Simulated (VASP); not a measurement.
```xyz
2
Lattice="2.9592 0.0000 0.0000 0.0000 2.9592 0.0000 0.0000 0.0000 2.9592" Properties=species:S:1:pos:R:3 pbc="T T T"
Al     1.4796     1.4796     1.4796
Ru     0.0000     0.0000     0.0000
```

The numbers are results of PBE GGA, VASP's PBE PAW potentials (set 64) (plane waves; VASP), not measurements. Settings: 500 eV cut-off, 12×12×12 Γ-centred mesh, first-order Methfessel-Paxton smearing of 0.10 eV, potentials Al Ru_pv.

Energy and stress use the plane-wave basis of the starting cell.

### Question
The ions, cell shape and volume at an external pressure of 20.0 GPa are relaxed. What does this cell relax into?

### Answer

```xyz
2
Lattice="2.9224 0.0000 0.0000 0.0000 2.9224 0.0000 0.0000 0.0000 2.9224" Properties=species:S:1:pos:R:3 pbc="T T T"
Al     1.4612     1.4612     1.4612
Ru     0.0000     0.0000     0.0000
```
Space group Pm-3m (221), at a tolerance of 0.03 Å.

### Question
How do energy and volume change from the first to the last step?

### Answer
The energy (σ→0) changes by +44.1 meV/atom and the volume by -3.7 %, in 4 ionic steps.

| step | E(σ→0) (eV) | max force (eV/Å) | pressure (GPa) | volume (Å³) |
|---|---|---|---|---|
| 1 | -14.2297 | 0.000 | 9.96 | 25.91 |
| 2 | -13.7344 | 0.000 | 48.02 | 22.98 |
| 3 | -14.1446 | 0.000 | 19.69 | 24.98 |
| 4 | -14.1415 | 0.000 | 19.99 | 24.96 |

The compound is RuAl in the CsCl type structure. This run relaxes it under an external pressure of 20 GPa. Symmetry was kept, so distortions that lower it aren't found. The electron count is odd and the run is not spin-polarised, which forces a metal.
